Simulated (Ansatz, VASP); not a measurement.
# Sn2C: VASP beside Ansatz

One calculation is typed for both programs; each brings its own data sets. How far apart do they land? The cell is generated by rule, not measured, and may not be a known phase. The cell is taken from a series of runs on this material, whose earlier steps may have relaxed, scaled, displaced or heated it; both programs get it as it stands.

Main program and level: Ansatz 0.2.0; plane waves, with VASP 6.6.1 beside it; single point at PBEsol.

The structure was built from a prototype and need not be the compound's stable phase.

### 1. Starting point

Symmetry: Ibam, No. 72, orthorhombic system. The conventional cell has a = 7.101 Å, b = 10.043 Å, c = 7.101 Å, α = 90.00°, β = 90.00°, γ = 90.00°. C has 4 Sn at 2.12 to 2.23 Å nearest. Nearest to Sn lie 2 C at 2.12 to 2.23 Å. Sn has 2 C at 2.19 Å nearest. Farther neighbours are not listed.

### 2. VASP: single point, PBEsol

A single point gives forces, pressure and levels at one fixed geometry, so differences don't come from the geometry; what else differs is listed under the comparison.

Lines of VASP's logs that name or quote its potential files are left out, and so is its time.

Input file INCAR:

```
SYSTEM = Sn2C
PREC = Accurate
ENCUT = 600
EDIFF = 1E-06
NELM = 120
ISMEAR = 1
SIGMA = 0.2
LREAL = .FALSE.
ALGO = Normal
GGA = PS
NBANDS = 79
LORBIT = 11
LWAVE = .FALSE.
LCHARG = .FALSE.
ISIF = 2
LASPH = .TRUE.
GGA_COMPAT = .FALSE.
KPAR = 2
```

Input file POSCAR:

```
Sn2C
1.0
    5.0213021337      5.0213021337      0.0000000000
    5.0213021337      0.0000000000      5.0213021337
    5.0213021337      0.0000000000     -5.0213021337
C Sn
4 8
Direct
    0.0000000000      0.9802850044      1.0000000000
    0.0000000000      0.5197149956      0.5000000000
    0.5000000000      0.2302850044      0.7500000000
    0.5000000000      0.7697149956      0.2500000000
    0.2324877568      0.1321898009      0.8837561216
    0.2675122432      0.6178101991      0.3662438784
    0.7500000000      0.1409459225      0.8750000000
    0.7500000000      0.6090540775      0.3750000000
    0.2675122432      0.6146775577      0.8662438784
    0.2324877568      0.1353224423      0.3837561216
    0.7500000000      0.1409459225      0.3750000000
    0.7500000000      0.6090540775      0.8750000000
```

Input file KPOINTS:

```
Automatic mesh
0
Gamma
8 8 8
0 0 0
```

Potentials, in the order of the species: C and Sn_d (PBE family, release 64).

Command:

```sh
mpirun -np 2 vasp_std
```

Numbers of over 12 decimals in the logs are rounded to 6 here.

Output:

```text
[banner, memory and clock lines left out]
running    2 mpi-ranks, on    1 nodes
 distrk:  each k-point on    1 cores,    2 groups
 distr:  one band on    1 cores,    1 groups

 POSCAR found type information on POSCAR C Sn
 POSCAR found :  2 types and      12 ions
|                                                                             |
|               ----> ADVICE to this user running VASP <----                  |
|                                                                             |
|     You enforced a specific xc type in the INCAR file but a different       |
|     [... a line on the potential file left out ...]
|     I HOPE YOU KNOW WHAT YOU ARE DOING!                                     |
|                                                                             |

 LDA part: xc-table for (Slater+PW92), standard interpolation
 POSCAR, INCAR and KPOINTS ok, starting setup
 FFT: planning ... GRIDC
 FFT: planning ... GRID_SOFT
 FFT: planning ... GRID
 WAVECAR not read
 entering main loop
       N       E                     dE             d eps       ncg     rms          rms(c)
DAV:   1     0.173088902577E+04    0.17309E+04   -0.62970E+04 16250   0.271E+03
DAV:   2     0.292380172871E+03   -0.14385E+04   -0.13951E+04 15010   0.796E+02
DAV:   3    -0.293406398315E+02   -0.32172E+03   -0.30758E+03 15941   0.267E+02
DAV:   4    -0.635144644744E+02   -0.34174E+02   -0.32703E+02 18037   0.840E+01
DAV:   5    -0.651448099471E+02   -0.16303E+01   -0.16036E+01 17260   0.176E+01    0.141E+01
DAV:   6    -0.584637786771E+02    0.66810E+01   -0.23138E+01 19796   0.205E+01    0.577E+00
DAV:   7    -0.586624799554E+02   -0.19870E+00   -0.50491E+00 16974   0.779E+00    0.355E+00
DAV:   8    -0.586271766926E+02    0.35303E-01   -0.11072E+00 20256   0.363E+00    0.122E+00
DAV:   9    -0.585826283141E+02    0.44548E-01   -0.15484E-01 18050   0.191E+00    0.230E-01
DAV:  10    -0.585858300874E+02   -0.32018E-02   -0.35647E-02 16674   0.879E-01    0.109E-01
DAV:  11    -0.585859086025E+02   -0.78515E-04   -0.15575E-03 19795   0.370E-01    0.597E-02
DAV:  12    -0.585858977063E+02    0.10896E-04   -0.18913E-04 21760   0.797E-02    0.194E-02
DAV:  13    -0.585859015638E+02   -0.38575E-05   -0.41678E-05 18784   0.303E-02    0.140E-02
DAV:  14    -0.585858978214E+02    0.37424E-05   -0.85470E-06 15124   0.163E-02    0.455E-03
DAV:  15    -0.585858976173E+02    0.20403E-06   -0.25772E-06 12483   0.955E-03
   1 F= -.58585898E+02 E0= -.58585774E+02  d E =-.370886E-03
```

OUTCAR, selected parts (step 2):

```text
ion  position               nearest neighbor table
   1  0.000  0.980  0.000-   9 2.12  11 2.19   7 2.19   5 2.23
   2  0.000  0.520  0.500-   6 2.12  12 2.19   8 2.19  10 2.23
   3  0.500  0.230  0.750-   5 2.12  11 2.19   7 2.19   9 2.23
   4  0.500  0.770  0.250-  10 2.12  12 2.19   8 2.19   6 2.23
   5  0.232  0.132  0.884-   3 2.12   1 2.23   7 3.43  11 3.43   8 3.44  12 3.44  10 3.55  10 3.55
                             9 3.55   9 3.55  12 3.66   8 3.66   7 3.68  11 3.68
   6  0.268  0.618  0.366-   2 2.12   4 2.23   8 3.43  12 3.43  11 3.44   7 3.44   9 3.55   9 3.55
                            10 3.55  10 3.55   7 3.66  11 3.66  12 3.68   8 3.68
   7  0.750  0.141  0.875-   1 2.19   3 2.19  12 3.32   9 3.43   5 3.43  10 3.44   6 3.44  11 3.55
                            11 3.55   6 3.66  10 3.66   9 3.68   5 3.68
   8  0.750  0.609  0.375-   2 2.19   4 2.19  11 3.32  10 3.43   6 3.43   5 3.44   9 3.44  12 3.55
                            12 3.55   9 3.66   5 3.66  10 3.68   6 3.68
   9  0.268  0.615  0.866-   1 2.12   3 2.23   7 3.43  11 3.43   8 3.44  12 3.44   6 3.55   6 3.55
                             5 3.55   5 3.55   8 3.66  12 3.66  11 3.68   7 3.68
  10  0.232  0.135  0.384-   4 2.12   2 2.23   8 3.43  12 3.43  11 3.44   7 3.44   5 3.55   5 3.55
                             6 3.55   6 3.55  11 3.66   7 3.66   8 3.68  12 3.68
  11  0.750  0.141  0.375-   1 2.19   3 2.19   8 3.32   5 3.43   9 3.43   6 3.44  10 3.44   7 3.55
                             7 3.55   6 3.66  10 3.66   9 3.68   5 3.68
  12  0.750  0.609  0.875-   2 2.19   4 2.19   7 3.32   6 3.43  10 3.43   9 3.44   5 3.44   8 3.55
                             8 3.55   9 3.66   5 3.66  10 3.68   6 3.68

  LATTYP: Found a face centered cubic cell.
 ALAT       =    10.0426042674

 Subroutine GETGRP returns: Found  8 space group operations
 (whereof  2 operations were pure point group operations)

The static configuration has the point symmetry C_1h.
 The point group associated with its full space group is D_2h.

 Found     95 irreducible k-points:

   k-points           NKPTS =     95   k-points in BZ     NKDIM =     95   number of bands    NBANDS=     79

   dimension x,y,z NGX =    60 NGY =   60 NGZ =   60
   dimension x,y,z NGXF=   120 NGYF=  120 NGZF=  120

   ENCUT  =  600.0 eV  44.10 Ry    6.64 a.u.  14.18 14.18 14.18*2*pi/ulx,y,z

   NELECT =     128.0000    total number of electrons

 k-points in reciprocal lattice and weights: Automatic mesh
   0.00000000  0.00000000  0.00000000       0.002
   0.12500000  0.00000000  0.00000000       0.004
   0.12500000  0.12500000  0.12500000       0.008
   0.25000000  0.00000000  0.00000000       0.004
   0.25000000  0.25000000  0.25000000       0.008
   0.37500000  0.00000000  0.00000000       0.004
   0.37500000  0.37500000  0.37500000       0.008
   0.50000000  0.00000000  0.00000000       0.002
   0.50000000  0.50000000  0.50000000       0.004
[...]
-0.25000000  0.25000000  0.25000000       0.008
   0.25000000  0.50000000  0.50000000       0.004

 average (electrostatic) potential at core
       1 -48.2999       2 -48.2999       3 -48.2999       4 -48.2999       5 -99.4383
       6 -99.4383       7 -99.4418       8 -99.4418       9 -99.4383      10 -99.4383
      11 -99.4418      12 -99.4418

 E-fermi :   7.4035

 k-point     1 :       0.0000    0.0000    0.0000
  band No.  band energies     occupation
    ...
     59       4.0916      2.00000
     60       6.9007      2.00217
     61       6.9329      2.00435
     62       6.9881      2.01237
     63       7.4581      0.55669
     64       8.4932     -0.00000
     65       8.6172     -0.00000
     66       8.6398     -0.00000
     67       9.0943     -0.00000
     68       9.2209     -0.00000
    ...

 k-point     2 :       0.1250    0.0000    0.0000
  band No.  band energies     occupation
    ...
     58       4.4408      2.00000
     59       4.5257      2.00000
     60       5.9505      2.00000
     61       6.8612      2.00086
     62       6.9136      2.00289
     63       7.9317     -0.00121
     64       8.3483     -0.00000
     65       8.3517     -0.00000
     66       8.5631     -0.00000
     67       8.6947     -0.00000
    ...

 k-point     3 :       0.1250    0.1250    0.1250
  band No.  band energies     occupation
    ...
     58       4.4306      2.00000
     59       4.4538      2.00000
     60       5.9856      2.00000
     61       6.8273      2.00036
     62       6.8902      2.00171
     63       8.0693     -0.00003
     64       8.3491     -0.00000
     65       8.3708     -0.00000
     66       8.5381     -0.00000
     67       8.5879     -0.00000
    ...

  Total       -0.5889672      0.9801765     -0.5889672      0.0000000      0.0000000      0.9593276
  in kB       -3.7266843      6.2020580     -3.7266843      0.0000000      0.0000000      6.0701367
  external PRESSURE =      -0.4171035 kB  Pullay stress =       0.0000000 kB

  energy-cutoff  :      600.00
  volume of cell :      253.21
      direct lattice vectors                 reciprocal lattice vectors
     5.021302134  5.021302134  0.000000000     0.000000000  0.199151529  0.000000000
     5.021302134  0.000000000  5.021302134     0.099575765 -0.099575765  0.099575765
     5.021302134  0.000000000 -5.021302134     0.099575765 -0.099575765 -0.099575765

 POSITION                                       TOTAL-FORCE (eV/Angst)
 -----------------------------------------------------------------------------------
      4.92231      0.00000      4.92231         0.096124     -0.265560      0.096124
      5.12030      0.00000      0.09899        -0.096124     -0.265560     -0.096124
      7.43296      2.51065     -2.60965         0.096124      0.265560      0.096124
      7.63095      2.51065      2.60965        -0.096124      0.265560     -0.096124
      6.26876      1.16739     -3.77384        -0.120655     -0.585148     -0.120655
      6.28449      1.34326      1.26319         0.120655      0.585148      0.120655
      8.86735      3.76598     -3.68591         0.361854      0.000000      0.361854
      8.70721      3.76598      1.17526        -0.361854      0.000000     -0.361854
      8.77941      1.34326     -1.26319        -0.120655      0.585148     -0.120655
      3.77384      1.16739     -1.24746         0.120655     -0.585148      0.120655
      6.35670      3.76598     -1.17526         0.361854      0.000000      0.361854
     11.21786      3.76598     -1.33539        -0.361854      0.000000     -0.361854
 -----------------------------------------------------------------------------------
    total drift:                                0.000000     -0.000000      0.000000

  FREE ENERGIE OF THE ION-ELECTRON SYSTEM (eV)
  ---------------------------------------------------
  free  energy   TOTEN  =       -58.5858976173 eV

  energy  without entropy=      -58.5855267318  energy(sigma->0) =      -58.58577399

 total charge
# of ion       s       p       d       tot
------------------------------------------
    1        0.936   1.345   0.000   2.281
    2        0.936   1.345   0.000   2.281
    3        0.936   1.345   0.000   2.281
    4        0.936   1.345   0.000   2.281
    5        1.169   1.072  10.042  12.283
    6        1.169   1.072  10.042  12.283
    7        1.173   1.061  10.039  12.273
    8        1.173   1.061  10.039  12.273
    9        1.169   1.072  10.042  12.283
   10        1.169   1.072  10.042  12.283
   11        1.173   1.061  10.039  12.273
   12        1.173   1.061  10.039  12.273
--------------------------------------------------
tot         13.110  13.913  80.324 107.347

[... 3 further parts left out ...]
```

The run ends at a pressure of -0.04 GPa, with forces up to 0.61 eV/Å.

### 3. Ansatz: single point, PBEsol

Ansatz runs on its default PAW (the set named soft_2) files.

The same cell, functional, mesh and smearing now go to Ansatz, which takes its cutoff from its data sets.

Input file input.yaml:

```yaml
crystal:
  lattice:
    - [5.0213021337, 5.0213021337, 0.0]
    - [5.0213021337, 0.0, 5.0213021337]
    - [5.0213021337, 0.0, -5.0213021337]
  atoms:
    - { symbol: C, position: [0.0, -0.0197149956, 0.0] }
    - { symbol: C, position: [0.0, 0.5197149956, 0.5] }
    - { symbol: C, position: [0.5, 0.2302850044, 0.75] }
    - { symbol: C, position: [0.5, 0.7697149956, 0.25] }
    - { symbol: Sn, position: [0.2324877568, 0.1321898009, 0.8837561216] }
    - { symbol: Sn, position: [0.2675122432, 0.6178101991, 0.3662438784] }
    - { symbol: Sn, position: [0.75, 0.1409459225, 0.875] }
    - { symbol: Sn, position: [0.75, 0.6090540775, 0.375] }
    - { symbol: Sn, position: [0.2675122432, 0.6146775577, 0.8662438784] }
    - { symbol: Sn, position: [0.2324877568, 0.1353224423, 0.3837561216] }
    - { symbol: Sn, position: [0.75, 0.1409459225, 0.375] }
    - { symbol: Sn, position: [0.75, 0.6090540775, 0.875] }
kpoints:
  mp_grid: { grid: [8, 8, 8] }
hamiltonian:
  xc: pbesol
scf:
  occupations: { method: methfessel_paxton, width: 0.2 }
output:
  forces: true
  stress: true
  eigenvalues: true
```

Command:

```sh
ansatz run input.yaml --threads 8 --pin off --max-ram 14336MiB --backend cpu --events-out ev --progress --plain --runs-dir out
```

Output:

```text
Engine: ansatz 0.2.0, aarch64-unknown-linux-gnu
Pseudopotentials: kind: paw
Pseudopotential: C, paw, valence charge 4, recommended cutoff 420 eV (normal), C.paw.azcp
Pseudopotential: Sn, paw, valence charge 14, recommended cutoff 420 eV (normal), Sn.paw.azcp
Functional definition: PBEsol
  exchange = pbesol_x
  correlation = pbesol_c
Crystal: 12 atoms, lattice volume = 253.209 Å³
Basis set: ecut = 420 eV, 4957 PW (Γ), exchange–correlation on 96×96×96 points (8 copies of the dense FFT grid, shifted against one another)
Bands: 77, of which v1, the nominal top of the filled ones, is band 64 counted from 1 (63 counted from 0)
Symmetry: 8 space group operations
Space group: Ibam (ITA 72), of the structure as read, at distance tolerance 6.3e-5 Å
k-points: 95 of 512
Non-local potential: C, projectors of the file, l = 0: 2, l = 1: 2, l = 2: 1
Non-local potential: Sn, projectors of the file, l = 0: 2, l = 1: 2, l = 2: 2, l = 3: 2
PAW form: soft (Blöchl's): semilocal exchange-correlation on the pseudo side does not see the compensation charge
PAW frozen core: C, regenerated for the run's functional, and the local potential with it (the file was generated under x = pbe(κ = 0.804, μ = 0.219515), c = pbe(β = 0.066725))
PAW frozen core: Sn, regenerated for the run's functional, and the local potential with it (the file was generated under x = pbe(κ = 0.804, μ = 0.219515), c = pbe(β = 0.066725))
PAW one-centre angular grid: C, 110 points (default); XC on 64 Gauss nodes
PAW one-centre angular grid: Sn, 590 points (default); XC on 64 Gauss nodes
Initial density: superposition of atomic densities (neutral atoms: chi_scale 0, normalization atom), corrected by the library's trained network
Initial wavefunctions: pseudopotential atomic-orbital guess
Functional: x = pbesol(κ = 0.804, μ = 0.123457), c = pbesol(β = 0.046)
SCF iter   1: F=—  HF=-48571.112888 eV  |F-HF|=—  |Δ(HF+E_count)|=         —  Δρ=1.44e-2  dr2=8.74e-1  ethr=1.77e-3  ⟨swp⟩=7.6  Hψ=31046  notcnv=0
preconditioner: auto → Kerker (q_TF=auto, 2.435 Å⁻¹)  [metal: Δε(μ)=0.006 eV  Ē_g=17.619 eV  σ=0.200 eV  W_gap=0.02  n_scr=58 (ndim 8)  ℏωp=26.4 eV  f_vac=0.000  D(μ)=4.87/eV (n_scr^D=26)]
SCF iter   2: F=—  HF=-48570.954774 eV  |F-HF|=—  |Δ(HF+E_count)|=   1.58e-1  S|Δr|=    0.00e0  Δρ=6.37e-3  dr2=1.96e-1  ethr=6.83e-4  ⟨swp⟩=1.7  Hψ=8576  notcnv=0  defer=2
SCF iter   3: F=—  HF=-48570.912974 eV  |F-HF|=—  |Δ(HF+E_count)|=   4.18e-2  S|Δr|=    0.00e0  Δρ=1.15e-3  dr2=3.48e-3  ethr=1.53e-4  ⟨swp⟩=2.0  Hψ=9101  notcnv=0  defer=2
SCF iter   4: F=—  HF=-48570.912506 eV  |F-HF|=—  |Δ(HF+E_count)|=   4.68e-4  S|Δr|=    0.00e0  Δρ=2.29e-4  dr2=2.25e-4  ethr=2.72e-6  ⟨swp⟩=2.0  Hψ=9296  notcnv=0  defer=2
SCF iter   5: F=—  HF=-48570.912475 eV  |F-HF|=—  |Δ(HF+E_count)|=   3.11e-5  S|Δr|=    0.00e0  Δρ=8.91e-5  dr2=2.24e-5  ethr=1.76e-7  ⟨swp⟩=3.0  Hψ=14014  notcnv=0  defer=2
SCF iter   6: F=—  HF=-48570.912421 eV  |F-HF|=—  |Δ(HF+E_count)|=   5.44e-5  S|Δr|=    0.00e0  Δρ=1.74e-5  dr2=9.83e-7  ethr=1.75e-8  ⟨swp⟩=2.0  Hψ=13004  notcnv=0  defer=151
SCF iter   7: F=-48570.912420 eV  HF=-48570.912420 eV  |F-HF|=2.42e-8  |Δ(HF+E_count)|=   1.95e-7  S|Δr|=    0.00e0  Δρ=4.20e-6  dr2=6.80e-8  ethr=7.81e-11  ⟨swp⟩=12.0  Hψ=38016  notcnv=0
SCF 1 converged in 7 iterations: F = -48570.912420 eV  dr2 = 6.80e-8
  greatest PAW one-centre occupation: 0.992 electrons in one spin orbital (limit 2), on the Sn atom at site 11 (counted from 0), in its partial waves of l = 2
SCF converged after 7 iterations
Stability not checked: this state was not tested for a lower state beside it, because cold or Methfessel-Paxton smearing, or corrected tetrahedra, fill the levels in a way that the test cannot read (fill_not_monotonic; see scf.lower_state_search)
Free energy (F): -48570.912420 eV
Harris-Foulkes:  -48570.912420 eV  (|F-HF|=2.42e-8)
Internal energy: -48570.911990 eV  (E = F + TS)
E sigma→0 (E₀):  -48570.912313 eV
Entropy (-TS):   -0.000430 eV (-0.036 meV/atom)
Fermi energy:    10.091384 eV
--- Per-component energies (eV) ---
  E_band       = -690.741805
  E_kinetic    = 1833.522993
  E_local      = -7516.817147  (includes V_loc(G=0)·N_el)
  E_nonlocal   = -128.853608
  E_hartree    = 4501.922300
  E_xc         = -3215.643902
  E_vxc        = -1001.777914  (∫ρ·V_xc dr)
  E_paw        = -32911.745332  (= ΣΔE_a)
  E_vpaw       = -2880.676557  (= ΣTr[D̂ρ^β])
  E_aug_tail   = 0.000016  (compensation charges beyond the density's cutoff)
  E_ewald      = -11135.660430
  E_core_change = 2.363120  (= ΣΔE_core)
  E_smearing   = -0.000430  (= −TS)
  E_closure    = -0.000000  (closes the sum)
  Σ components = -48570.912420   (vs F -48570.912420, Δ=0.00e0)
--- Forces (eV/Å), atoms counted from 1 ---
  atom   1  C      0.09818737    -0.26984128     0.09818737
  atom   2  C     -0.09818737    -0.26984128    -0.09818737
  atom   3  C      0.09818737     0.26984128     0.09818737
  atom   4  C     -0.09818737     0.26984128    -0.09818737
  atom   5  Sn    -0.12364105    -0.59115565    -0.12364105
  atom   6  Sn     0.12364105     0.59115565     0.12364105
  atom   7  Sn     0.36369309     0.00000000     0.36369309
  atom   8  Sn    -0.36369309     0.00000000    -0.36369309
  atom   9  Sn    -0.12364105     0.59115565    -0.12364105
  atom  10  Sn     0.12364105    -0.59115565     0.12364105
  atom  11  Sn     0.36369309     0.00000000     0.36369309
  atom  12  Sn    -0.36369309     0.00000000    -0.36369309
  max |Σ_I F_I| component: 1.11e-16 eV/Å
--- Stress (GPa, compression-positive) ---
       -0.312293       0.000000       0.616257
        0.000000       0.686964      -0.000000
        0.616257       0.000000      -0.312293
  P = ⅓ Tr σ = 0.0208 GPa (0.208 kbar)
--- Band table (eV; the first three rows and the last of 95) ---
  k-point 0: bands = [... 60 lower, 9.6217, 9.6772, 10.1405, 11.1761, 11.3017, 11.3227, 11.7873, 11.9127, ... 9 higher]
  k-point 1: bands = [... 60 lower, 9.5717, 9.5756, 10.7936, 10.9485, 11.1636, 11.1717, 11.2499, 11.5322, ... 9 higher]
  k-point 2: bands = [... 60 lower, 9.4337, 9.4406, 10.2323, 10.4648, 10.7120, 10.9131, 10.9703, 11.2700, ... 9 higher]
  k-point 94: bands = [... 60 lower, 8.5105, 9.0185, 9.7598, 10.1445, 10.6213, 10.8053, 11.2055, 11.4519, ... 9 higher]
```

The run ends at a pressure of 0.02 GPa, with forces up to 0.62 eV/Å.

### 4. Differences

Known differences besides the potentials themselves: the cutoff is 420 eV in Ansatz and 600 eV in VASP; Ansatz makes its cores anew for this functional, VASP keeps those of its PBE data sets. Total energies have different zeros and are not compared.

Both answers:

```csv
quantity,Ansatz,VASP,difference
pressure (GPa),0.02,-0.04,+0.06
```

Forces on 7 of the 12 atoms, those with the largest forces and the largest differences (eV/Å; atoms numbered as in POSCAR):

```csv
atom,"Ansatz x, y, z","VASP x, y, z"
Sn5,"-0.124, -0.591, -0.124","-0.121, -0.585, -0.121"
Sn6,"0.124, 0.591, 0.124","0.121, 0.585, 0.121"
Sn7,"0.364, 0.000, 0.364","0.362, 0.000, 0.362"
Sn9,"-0.124, 0.591, -0.124","-0.121, 0.585, -0.121"
Sn10,"0.124, -0.591, 0.124","0.121, -0.585, 0.121"
Sn11,"0.364, 0.000, 0.364","0.362, 0.000, 0.362"
Sn12,"-0.364, 0.000, -0.364","-0.362, 0.000, -0.362"
```

The forces differ by 3.1 meV/Å r.m.s., which is 1.1 % of the r.m.s. force of 0.283 eV/Å (both taken over all components).

### 5. Summary of results

| Property | Result |
| --- | --- |
| r.m.s. force difference (single point, PBEsol) | 1.1 % of the r.m.s. force |

What this shows: The r.m.s. force difference is 1.1 % of the r.m.s. force (single point, PBEsol), within the 3 % picked in this series as the mark of a large difference. Such differences can come from data sets, numerical settings and the points named under the comparisons, not from the functional's error against experiment.

[Lines on the potential files, build, host, timing and source positions are cut from VASP's logs without a mark.]

[Logs are printed without paths, hosts, clocks, repeated set-up lines and the standing remarks that a program may print on its own settings, such as how far it seeks lower states.]

[Hosts, paths, dates, database ids (printed as entryN), source tags and the programs' standing remarks are cut or masked in the printed files.]
